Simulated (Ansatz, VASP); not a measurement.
# Cross-check of Ga2O3 (partly crystallised Ga2O3) between VASP and Ansatz

Aim: how closely do two programs agree when they are given the same cell, functional and k mesh? Of the first pair: The structure shown is the start of the Ansatz relaxation below; VASP solves that cell, so the two are compared at the walk's first step.

Program: Ansatz 0.2.0. Level of theory: plane waves, with VASP 6.6.1 beside it; single point at PBE. Results are calculated unless marked as measured.

### Step 1. The starting structure

The cell holds 95 atoms: 38 Ga and 57 O. Cell: a = 9.897 Å, b = 10.551 Å, c = 10.108 Å, α = 86.2°, β = 92.5°, γ = 85.8°. As first built, before any earlier steps moved the atoms (in the runner's words): 95 atoms (38 Fe, 57 O) placed at random at 4.7 g/cm^3, melted at 5000 K for 10 ps at fixed volume with the Morse and Coulomb pair potential with partial charges (Pedone, Malavasi, Menziani, Cormack and Segre, J. Phys. Chem. B 110, 11780 (2006)). Quenched from 5000 K to 300 K at 50 K/ps and fixed volume, held 5 ps, then minimised at fixed cell. Then Fe was replaced by Ga and the cell scaled by 1.003 (the potential has no terms for the new elements, so the cell is a start for a DFT relaxation).

### Step 2. Ansatz: relaxation, PBE

Ansatz runs on its PAW soft_1 files.

The two programs are compared at the cell with which this relaxation starts, whose forces are those of its first step.

Input file input.yaml:

```yaml
crystal:
  lattice:
    - [9.88718, 0.37417, -0.22797]
    - [0.38069, 10.53838, 0.35187]
    - [-0.22445, 0.34959, 10.0999]
  atoms:
    - { symbol: Ga, position: [0.30848, 0.39985, 0.87719] }
    - { symbol: Ga, position: [0.52964, 0.78498, 0.12607] }
    - { symbol: Ga, position: [0.90043, 0.98721, 0.81511] }
    - { symbol: Ga, position: [0.9583, 0.24755, 0.76289] }
    - { symbol: Ga, position: [0.83777, 0.95272, 0.12856] }
    - { symbol: Ga, position: [0.09568, 0.49507, 0.02941] }
    - { symbol: Ga, position: [0.47056, 0.37628, 0.40298] }
    - { symbol: Ga, position: [0.84812, 0.37066, 0.35108] }
    - { symbol: Ga, position: [0.14055, 0.55226, 0.38404] }
    - { symbol: Ga, position: [0.69734, 0.4565, 0.6219] }
    - { symbol: Ga, position: [0.07379, 0.75775, 0.11371] }
    - { symbol: Ga, position: [0.17515, 0.04002, 0.71715] }
    - { symbol: Ga, position: [0.17228, 0.30235, 0.49427] }
    - { symbol: Ga, position: [0.27961, 0.83653, 0.33534] }
    - { symbol: Ga, position: [0.33523, 0.58758, 0.61446] }
    - { symbol: Ga, position: [0.48661, 0.20965, 0.70743] }
    - { symbol: Ga, position: [0.40094, 0.10036, 0.44046] }
    - { symbol: Ga, position: [0.7627, 0.56633, 0.08094] }
    - { symbol: Ga, position: [0.15422, 0.01648, 0.02525] }
    - { symbol: Ga, position: [0.36251, 0.56564, 0.16313] }
    - { symbol: Ga, position: [0.67243, 0.31865, 0.9196] }
    - { symbol: Ga, position: [0.26096, 0.27453, 0.19671] }
    - { symbol: Ga, position: [0.76521, 0.15287, 0.52634] }
    - { symbol: Ga, position: [0.03586, 0.50707, 0.68833] }
    - { symbol: Ga, position: [0.92948, 0.24074, 0.09484] }
    - { symbol: Ga, position: [0.8369, 0.69157, 0.34953] }
    - { symbol: Ga, position: [0.73429, 0.73371, 0.62969] }
    - { symbol: Ga, position: [0.95054, 0.72501, 0.86665] }
    - { symbol: Ga, position: [0.55372, 0.61676, 0.87432] }
    - { symbol: Ga, position: [0.01284, 0.81538, 0.5448] }
[... 59 atom lines left out ...]
    - { symbol: O, position: [0.91112, 0.79648, 0.20307] }
    - { symbol: O, position: [0.61027, 0.06346, 0.49752] }
    - { symbol: O, position: [0.68364, 0.59385, 0.74163] }
    - { symbol: O, position: [0.30555, 0.42142, 0.06543] }
    - { symbol: O, position: [0.70335, 0.33156, 0.47163] }
    - { symbol: O, position: [0.28225, 0.13489, 0.0799] }
kpoints:
  mp_grid: { grid: [1, 1, 1] }
hamiltonian:
  xc: pbe
  pseudopotentials: { kind: paw, azcp: { folder: soft_1 } }
scf:
  occupations: { method: fixed }
output:
  forces: true
  eigenvalues: true
  stress: true
relax:
  f_tol: 0.05
  max_steps: 70
```

Command:

```console
$ ansatz run input.yaml --threads 4 --pin off --max-ram 8192MiB --backend cpu --events-out ev --progress --plain --runs-dir out
```

Numbers of over 12 decimals in the logs are rounded to 6 here.

Output:

```text
Warning: output.stress: scf.convergence.dr2_threshold = 1e-7 eV (the SCF's general default) is looser than the 9.5e-9 eV advised for a printed stress (1e-10 eV for each atom of the cell: 95). What an SCF threshold leaves in a stress goes as its square root, and in the free energy as the threshold itself, and one threshold admits the most on a small cell: [figures from the program's tests cut] Every solve of this run  [...]
Engine: ansatz 0.2.0, aarch64-unknown-linux-gnu
Pseudopotentials: kind: paw
Pseudopotential: Ga, paw, valence charge 13, recommended cutoff 420 eV (normal), soft_1/Ga.paw.azcp
Pseudopotential: O, paw, valence charge 6, recommended cutoff 420 eV (normal), soft_1/O.paw.azcp
Functional definition: PBE
  parameter kappa = 0.804
  parameter beta = 0.066725
  exchange = pbe_x(kappa = kappa, mu = beta*pi^2/3)
  correlation = pbe_c(beta = beta)
Crystal: 95 atoms, lattice volume = 1049.104 Å³
Basis set: ecut = 420 eV, 20497 PW (Γ), exchange–correlation on 144×144×144 points (8 copies of the dense FFT grid, shifted against one another)
Bands: 513, of which v1, the nominal top of the filled ones, is band 418 counted from 1 (417 counted from 0)
Symmetry: 1 space group operations
Space group: P1 (ITA 1), of the structure as read, at distance tolerance 1.0e-4 Å
k-points: 1
Non-local potential: Ga, projectors of the file, l = 0: 2, l = 1: 2, l = 2: 3, l = 3: 1
Non-local potential: O, projectors of the file, l = 0: 2, l = 1: 2, l = 2: 1
PAW form: soft (Blöchl's): semilocal exchange-correlation on the pseudo side does not see the compensation charge
PAW one-centre angular grid: Ga, 590 points (default); XC on 64 Gauss nodes
PAW one-centre angular grid: O, 110 points (default); XC on 64 Gauss nodes
Initial density: superposition of atomic densities (chi_scale 0.1, normalization cell, long waves kept (reshape's long-wave potential 0.11 eV rms))
Initial wavefunctions: pseudopotential atomic-orbital guess
Functional: x = pbe(κ = 0.804, μ = 0.219515), c = pbe(β = 0.066725)
SCF iter   1: F=—  HF=-176144.781520 eV  |F-HF|=—  |Δ(HF+E_count)|=         —  Δρ=1.17e-1  dr2=6.98e1  ethr=3.10e-3  ⟨swp⟩=4.0  Hψ=1374  notcnv=0  defer=88
preconditioner: auto → Resta (q_TF=auto, 2.627 Å⁻¹)  ε∞=4.3  [insulator: Δε(μ)=2.250 eV  Ē_g=18.346 eV  n_scr=322 (ndim 8)  ℏωp=33.1 eV  f_vac=0.007  ε∞_Penn≈4.3]
SCF iter   2: F=—  HF=-176126.933365 eV  |F-HF|=—  |Δ(HF+E_count)|=    1.78e1  Δρ=5.26e-2  dr2=1.38e1  ethr=3.10e-3  ⟨swp⟩=3.0  Hψ=968  notcnv=0  defer=88
SCF iter   3: F=—  HF=-176121.958566 eV  |F-HF|=—  |Δ(HF+E_count)|=    4.97e0  Δρ=1.59e-2  dr2=2.10e0  ethr=1.66e-3  ⟨swp⟩=3.0  Hψ=809  notcnv=0  defer=88
SCF iter   4: F=—  HF=-176121.421124 eV  |F-HF|=—  |Δ(HF+E_count)|=   5.37e-1  Δρ=4.84e-3  dr2=2.05e-1  ethr=2.51e-4  ⟨swp⟩=2.0  Hψ=789  notcnv=0  defer=93
SCF iter   5: F=—  HF=-176121.553574 eV  |F-HF|=—  |Δ(HF+E_count)|=   1.32e-1  Δρ=2.98e-3  dr2=7.03e-2  ethr=2.46e-5  ⟨swp⟩=2.0  Hψ=1009  notcnv=0  defer=93
SCF iter   6: F=—  HF=-176121.578922 eV  |F-HF|=—  |Δ(HF+E_count)|=   2.53e-2  Δρ=7.11e-4  dr2=4.27e-3  ethr=8.41e-6  ⟨swp⟩=2.0  Hψ=844  notcnv=0  defer=93
SCF iter   7: F=—  HF=-176121.582545 eV  |F-HF|=—  |Δ(HF+E_count)|=   3.62e-3  Δρ=5.34e-4  dr2=2.50e-3  ethr=5.11e-7  ⟨swp⟩=2.0  Hψ=845  notcnv=0  defer=93
SCF iter   8: F=—  HF=-176121.582240 eV  |F-HF|=—  |Δ(HF+E_count)|=   3.05e-4  Δρ=8.70e-5  dr2=7.76e-5  ethr=2.99e-7  ⟨swp⟩=2.0  Hψ=841  notcnv=0  defer=93
SCF iter   9: F=—  HF=-176121.582342 eV  |F-HF|=—  |Δ(HF+E_count)|=   1.02e-4  Δρ=5.21e-5  dr2=2.41e-5  ethr=7.48e-9  ⟨swp⟩=11.0  Hψ=2369  notcnv=0
SCF iter  10: F=-176121.582340 eV  HF=-176121.582343 eV  |F-HF|=2.96e-6  |Δ(HF+E_count)|=   8.56e-7  Δρ=3.09e-5  dr2=8.26e-6  ethr=2.89e-9  ⟨swp⟩=2.0  Hψ=1623  notcnv=0
SCF 1 converged in 10 iterations: F = -176121.582340 eV  dr2 = 8.26e-6
  greatest PAW one-centre occupation: 0.998 electrons in one spin orbital (limit 2), on the Ga atom at site 30 (counted from 0), in its partial waves of l = 2
[...]
--- Relaxed structure (4 steps of the walk, 4 accepted, 0 SCFs on fresh bases) ---
  F+E_penalty+E_count = -176121.64411959 eV   max|allowed force component| = 2.609e-2 eV/Å
  atoms:
    - { symbol: Ga, position: [0.309108, 0.401997, 0.877311] }
    - { symbol: Ga, position: [0.528630, 0.786119, 0.126329] }
    - { symbol: Ga, position: [0.899073, 0.986949, 0.815863] }
    - { symbol: Ga, position: [0.957150, 0.246295, 0.762213] }
    - { symbol: Ga, position: [0.838431, 0.954219, 0.127762] }
    - { symbol: Ga, position: [0.096645, 0.495079, 0.030266] }
    - { symbol: Ga, position: [0.470667, 0.375837, 0.403880] }
    - { symbol: Ga, position: [0.848754, 0.369932, 0.352592] }
    - { symbol: Ga, position: [0.141820, 0.551630, 0.383924] }
    - { symbol: Ga, position: [0.696042, 0.455783, 0.621646] }
    - { symbol: Ga, position: [0.074834, 0.759266, 0.113163] }
    - { symbol: Ga, position: [0.173704, 0.037303, 0.716416] }
    - { symbol: Ga, position: [0.172865, 0.301964, 0.496352] }
    - { symbol: Ga, position: [0.280102, 0.836785, 0.335797] }
    - { symbol: Ga, position: [0.334491, 0.587373, 0.614141] }
    - { symbol: Ga, position: [0.487654, 0.209736, 0.707759] }
    - { symbol: Ga, position: [0.400835, 0.099788, 0.441373] }
    - { symbol: Ga, position: [0.763384, 0.566078, 0.080084] }
    - { symbol: Ga, position: [0.157268, 0.017944, 0.024821] }
    - { symbol: Ga, position: [0.363360, 0.566222, 0.162603] }
    - { symbol: Ga, position: [0.672175, 0.319156, 0.919565] }
    - { symbol: Ga, position: [0.262093, 0.274914, 0.197826] }
    - { symbol: Ga, position: [0.764374, 0.151837, 0.525774] }
    - { symbol: Ga, position: [0.034915, 0.505287, 0.688635] }
[...]
- { symbol: Ga, position: [0.633000, 0.908800, 0.890233] }
    - { symbol: Ga, position: [0.423986, 0.857827, 0.647012] }
    - { symbol: Ga, position: [0.049733, 0.070768, 0.349246] }
    - { symbol: Ga, position: [0.631577, 0.916908, 0.396127] }
    - { symbol: Ga, position: [0.433869, 0.103294, 0.965318] }
    - { symbol: Ga, position: [0.289131, 0.765060, 0.877917] }
    - { symbol: Ga, position: [0.550381, 0.637287, 0.395179] }
    - { symbol: Ga, position: [0.629427, 0.184755, 0.201888] }
    - { symbol: O, position: [0.00665733, 0.667211, 0.440324] }
    - { symbol: O, position: [0.652422, 0.767944, 0.291916] }
    - { symbol: O, position: [0.555854, 0.790674, 0.538351] }
    - { symbol: O, position: [0.859732, 0.286960, 0.926432] }
    - { symbol: O, position: [0.520222, 0.499282, 0.271167] }
    - { symbol: O, position: [0.636165, 0.476448, 0.989600] }
    - { symbol: O, position: [0.816110, 0.840476, 0.491719] }
    - { symbol: O, position: [0.829572, 0.131588, 0.700162] }
    - { symbol: O, position: [0.529718, 0.056133, 0.802366] }
    - { symbol: O, position: [0.421570, 0.950993, 0.353705] }
    - { symbol: O, position: [0.115355, 0.910931, 0.415664] }
    - { symbol: O, position: [0.273559, 0.673419, 0.442194] }
    - { symbol: O, position: [0.327259, 0.011699, 0.604287] }
    - { symbol: O, position: [0.987173, 0.868054, 0.964873] }
    - { symbol: O, position: [0.991983, 0.072455, 0.157324] }
    - { symbol: O, position: [0.468075, 0.227031, 0.289748] }
    - { symbol: O, position: [0.780357, 0.290399, 0.196442] }
    - { symbol: O, position: [0.156345, 0.597548, 0.190847] }
    - { symbol: O, position: [0.276061, 0.402630, 0.347887] }
    - { symbol: O, position: [0.711062, 0.020930, 0.248450] }
    - { symbol: O, position: [0.770169, 0.013364, 0.959849] }
    - { symbol: O, position: [0.732641, 0.597774, 0.489685] }
    - { symbol: O, position: [0.412256, 0.671992, 0.010444] }
    - { symbol: O, position: [0.492965, 0.510419, 0.531993] }
[...]
- { symbol: O, position: [0.402178, 0.252798, 0.540911] }
    - { symbol: O, position: [0.118121, 0.430557, 0.854464] }
    - { symbol: O, position: [0.912135, 0.797268, 0.203477] }
    - { symbol: O, position: [0.610179, 0.063249, 0.497860] }
    - { symbol: O, position: [0.683444, 0.592977, 0.741161] }
    - { symbol: O, position: [0.305739, 0.421877, 0.065913] }
    - { symbol: O, position: [0.701932, 0.331157, 0.471507] }
    - { symbol: O, position: [0.283053, 0.135748, 0.079237] }
```

### Step 3. VASP: single point, PBE, start cell, pair 1

The same cell, functional and mesh now go to VASP, with its own data sets.

Lines of VASP's logs that name or quote its potential files are left out, and so is its time.

Input file INCAR:

```
SYSTEM = Ga2O3
PREC = Accurate
ENCUT = 520
EDIFF = 1E-06
NELM = 120
ISMEAR = 0
SIGMA = 0.01
LREAL = Auto
ALGO = Normal
GGA = PE
NBANDS = 488
LORBIT = 11
LWAVE = .FALSE.
LCHARG = .FALSE.
ISIF = 2
LASPH = .TRUE.
GGA_COMPAT = .FALSE.
EFERMI = MIDGAP
NCORE = 2
```

Input file POSCAR:

```
Ga2O3
1.0
    9.8871800000      0.3741700000     -0.2279700000
    0.3806900000     10.5383800000      0.3518700000
   -0.2244500000      0.3495900000     10.0999000000
Ga O
38 57
Direct
    0.3084766851      0.3998546826      0.8771895328
    0.5296416172      0.7849830750      0.1260735656
    0.9004315127      0.9872136172      0.8151071314
    0.9583008988      0.2475458471      0.7628946721
    0.8377682898      0.9527165071      0.1285610431
    0.0956827905      0.4950682924      0.0294075313
    0.4705592709      0.3762772399      0.4029814874
    0.8481180284      0.3706569612      0.3510849020
    0.1405512769      0.5522627838      0.3840351656
    0.6973374567      0.4564996404      0.6219015526
    0.0737880577      0.7577481265      0.1137132675
    0.1751489115      0.0400209473      0.7171503210
    0.1722775016      0.3023469206      0.4942709622
    0.2796054168      0.8365278917      0.3353392190
    0.3352248749      0.5875818088      0.6144584405
    0.4866068106      0.2096542614      0.7074288567
    0.4009389983      0.1003570451      0.4404587600
    0.7627018274      0.5663321715      0.0809411810
    0.1542193612      0.0164795100      0.0252535909
    0.3625079383      0.5656401988      0.1631312308
    0.6724261969      0.3186462459      0.9196002877
    0.2609583452      0.2745287179      0.1967140520
    0.7652071808      0.1528679127      0.5263373547
    0.0358606470      0.5070655156      0.6883289942
    0.9294805547      0.2407353638      0.0948411499
    0.8368996495      0.6915734833      0.3495325747
    0.7342860297      0.7337103263      0.6296918320
    0.9505353780      0.7250133169      0.8666504732
    0.5537216546      0.6167609783      0.8743167992
    0.0128423797      0.8153756342      0.5447995973
[... 59 atom lines left out ...]
    0.9111158770      0.7964789465      0.2030663709
    0.6102661136      0.0634565275      0.4975191752
    0.6836413904      0.5938517486      0.7416302253
    0.3055528184      0.4214211689      0.0654334607
    0.7033484940      0.3315644704      0.4716259335
    0.2822524687      0.1348933533      0.0798998179
```

Input file KPOINTS:

```
Automatic mesh
0
Gamma
1 1 1
0 0 0
```

Potentials, in the order of the species: Ga_d and O (PBE family, release 64).

Command:

```console
$ mpirun -np 8 vasp_gam
```

Output:

```text
[banner, memory and clock lines left out]
running    8 mpi-ranks, on    1 nodes
[...]
LDA part: xc-table for (Slater+PW92), standard interpolation
 POSCAR, INCAR and KPOINTS ok, starting setup
[...]
entering main loop
       N       E                     dE             d eps       ncg     rms          rms(c)
DAV:   1     0.243305158806E+05    0.24331E+05   -0.29039E+05   992   0.362E+03
DAV:   2     0.582495044517E+04   -0.18506E+05   -0.17559E+05   976   0.106E+03
DAV:   3     0.305555528613E+03   -0.55194E+04   -0.52043E+04  1200   0.393E+02
DAV:   4    -0.544051934990E+03   -0.84961E+03   -0.82319E+03  1072   0.158E+02
[...]
DAV:  21    -0.556970842436E+03   -0.16880E-06   -0.15440E-05  1408   0.276E-02    0.572E-03
DAV:  22    -0.556970843001E+03   -0.56489E-06   -0.18979E-05  1168   0.117E-02    0.323E-03
DAV:  23    -0.556970843185E+03   -0.18487E-06   -0.22578E-06   608   0.467E-03
   1 F= -.55697084E+03 E0= -.55697084E+03  d E =0.000000E+00
```

Parts of OUTCAR (step 3):

```text
  Total        3.0742519      6.7151509      4.8454483    -14.6480555     -0.1626753     -0.9993567
  in kB        4.6949571     10.2552902      7.3999049    -22.3703178     -0.2484356     -1.5262044
  external PRESSURE =       7.4500508 kB  Pullay stress =       0.0000000 kB

 POSITION                                       TOTAL-FORCE (eV/Angst)
 -----------------------------------------------------------------------------------
      3.00530      4.63590      8.92990         0.148619      0.253644     -0.052060
      5.50720      8.51470      1.42880        -0.137415      0.004633      0.103485
      9.09560     11.02550      8.37460        -0.007677      0.040072      0.042372
      9.39790      3.23400      7.57380        -0.072734     -0.030154     -0.032969
      8.61700     10.39850      1.44270         0.013279      0.138257     -0.092026
      1.12790      5.26330      0.44940         0.065587     -0.117249      0.066279
      4.70530      4.28230      4.09520         0.066472      0.007870      0.022607
      8.44780      4.34620      3.48300         0.061918     -0.078439      0.032520
      1.51370      6.00680      4.04100         0.183655     -0.109062     -0.006667
[...]
6.49980     10.04200      4.18040        -0.001579      0.024681     -0.028246
      4.08250      1.54990      9.67690        -0.014302      0.205953      0.105243
      2.97490      8.49540      9.07820        -0.167466     -0.059078     -0.053748
      5.58360      7.06580      4.08930         0.000998     -0.002621      0.043347
[...]
-----------------------------------------------------------------------------------
    total drift:                               -0.037366     -0.007849     -0.011629

  FREE ENERGIE OF THE ION-ELECTRON SYSTEM (eV)
  ---------------------------------------------------
  free  energy   TOTEN  =      -556.9708431855 eV

  energy  without entropy=     -556.9708431855  energy(sigma->0) =     -556.97084319

[... 3 further parts left out ...]
[key lines of the parts left out:]
E-fermi :   4.4538
```

The run ends at a pressure of 0.75 GPa, with forces up to 0.32 eV/Å.

### Step 4. Differences

Known differences besides the potentials themselves: fixed occupations in Ansatz, narrow Gaussian smearing in VASP; the cutoff is 420 eV in Ansatz and 520 eV in VASP (PREC = Accurate, projectors in real space). Total energies have different zeros and are not compared.

Forces on 10 of the 95 atoms, those with the largest forces and the largest differences (eV/Å; atoms numbered as in POSCAR):

```csv
atom,"Ansatz x, y, z","VASP x, y, z"
Ga1,"0.133, 0.272, -0.042","0.149, 0.254, -0.052"
Ga7,"0.018, 0.013, 0.007","0.066, 0.008, 0.023"
Ga11,"0.187, 0.187, -0.013","0.183, 0.171, 0.005"
Ga16,"0.195, 0.186, 0.007","0.211, 0.169, -0.010"
Ga24,"-0.127, -0.294, -0.008","-0.134, -0.288, -0.023"
Ga25,"0.197, 0.183, 0.029","0.202, 0.196, 0.019"
Ga32,"-0.081, -0.255, 0.104","-0.074, -0.234, 0.086"
Ga33,"0.217, 0.120, -0.127","0.210, 0.118, -0.117"
O43,"0.017, -0.165, 0.086","0.061, -0.180, 0.056"
O52,"-0.037, 0.033, -0.042","-0.026, 0.082, -0.020"
```

The forces differ by 16 meV/Å r.m.s., which is 17.6 % of the r.m.s. force of 0.089 eV/Å (both taken over all components).

(Continued in part 2 of 2.)

[Lines on the potential files, build, host, timing and source positions are cut from VASP's logs without a mark.]

[Logs are printed without paths, hosts, clocks, repeated set-up lines and the standing remarks that a program may print on its own settings, such as how far it seeks lower states.]

[Hosts, paths, dates, database ids (printed as entryN), source tags and the programs' standing remarks are cut or masked in the printed files.]
